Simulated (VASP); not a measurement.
Output of a VASP run:

### OSZICAR
```
       N       E                     dE             d eps       ncg     rms          rms(c)
DAV:   1     0.370247953861E+03    0.37025E+03   -0.11129E+04  3616   0.160E+03
DAV:   2     0.883999742852E+01   -0.36141E+03   -0.35665E+03  4804   0.676E+02
DAV:   3    -0.126380614152E+02   -0.21478E+02   -0.20881E+02  5992   0.193E+02
DAV:   4    -0.129046923815E+02   -0.26663E+00   -0.26413E+00  5381   0.201E+01
DAV:   5    -0.129087106670E+02   -0.40183E-02   -0.40178E-02  6057   0.245E+00    0.102E+01
DAV:   6    -0.120653773924E+02    0.84333E+00   -0.17795E+00  4468   0.192E+01    0.352E+00
DAV:   7    -0.119333707970E+02    0.13201E+00   -0.52208E-01  4580   0.974E+00    0.683E-01
DAV:   8    -0.119251812493E+02    0.81895E-02   -0.13681E-02  5340   0.170E+00    0.151E-01
DAV:   9    -0.119249042657E+02    0.27698E-03   -0.15666E-03  5077   0.562E-01    0.200E-02
DAV:  10    -0.119248991480E+02    0.51177E-05   -0.37464E-05  6023   0.103E-01    0.457E-03
DAV:  11    -0.119248965881E+02    0.25599E-05   -0.11147E-06  2829   0.199E-02    0.125E-03
DAV:  12    -0.119248965548E+02    0.33292E-07   -0.25203E-07  2318   0.105E-02
   1 F= -.71228170E+01 E0= -.71232402E+01  d E =-.712282E+01
```

**OUTCAR**
```
------------------------ aborting loop because EDIFF is reached ----------------------------------------
  FORCE on cell =-STRESS in cart. coord.  units (eV):
  Direction    XX          YY          ZZ          XY          YZ          ZX
  --------------------------------------------------------------------------------------
  Total        4.8316371      4.8316366      4.7867764      0.0000000      0.0000000      0.0000000
  in kB      201.2310286    201.2310103    199.3626424      0.0000000      0.0000000      0.0000000
  external PRESSURE =       0.6082271 kB  Pullay stress =     200.0000000 kB
  volume of cell :       38.47
      direct lattice vectors                 reciprocal lattice vectors
     1.532907602 -2.655073729  0.000000000     0.326177520 -0.188318688  0.000000000
     1.532907602  2.655073729  0.000000000     0.326177520  0.188318688  0.000000000
     0.000000000  0.000000000  4.725931059     0.000000000  0.000000000  0.211598516
 POSITION                                       TOTAL-FORCE (eV/Angst)
 -----------------------------------------------------------------------------------
      1.53291      0.88503      1.18148         0.000000     -0.000000      0.000000
      1.53291     -0.88503      3.54445        -0.000000      0.000000      0.000000
 -----------------------------------------------------------------------------------
    total drift:                               -0.000087      0.000630     -0.000016
  FREE ENERGIE OF THE ION-ELECTRON SYSTEM (eV)
  ---------------------------------------------------
  free  energy   TOTEN  =       -11.9248965548 eV

  energy  without entropy=      -11.9261662062  energy(sigma->0) =      -11.92531977
  enthalpy is  TOTEN    =        -7.1228169585 eV   P V=        4.8020795963

 reached required accuracy - stopping structural energy minimisation
```
(Selected blocks of OUTCAR.)

**POSCAR**
```
Sc
1
    1.5329076018    -2.6550737293     0.0000000000
    1.5329076018     2.6550737293     0.0000000000
    0.0000000000    -0.0000000000     4.7259310589
Sc
2
Direct
  0.3333330000   0.6666670000   0.2500000000
  0.6666670000   0.3333330000   0.7500000000
```

Reconstruct the remaining input files.

One answer among several that fit: the input of the run itself, PBE GGA, plane waves, VASP's PBE PAW potentials (set 64).

### INCAR
```
# general
SYSTEM  = Sc
PREC    = Accurate
ENCUT   = 500
LREAL   = .False.
LASPH   = .True.

# electronic loop
EDIFF   = 1E-6
NELM    = 100
ALGO    = Normal
LMAXMIX = 4

# smearing
ISMEAR  = 1
SIGMA   = 0.1

# functional
GGA     = PE

# ions
IBRION  = 2
NSW     = 40
ISIF    = 3
EDIFFG  = -0.02
PSTRESS = 200

# output
LWAVE   = .False.
LCHARG  = .False.
```

KPOINTS:
```
Automatic mesh
0
Gamma
14 14 8
0 0 0
```

POTCAR, in this order: Sc_sv (PBE.64 set). Program: vasp_std.

The compound is Sc in the hcp structure. It was relaxed first under an external pressure of 20 GPa.
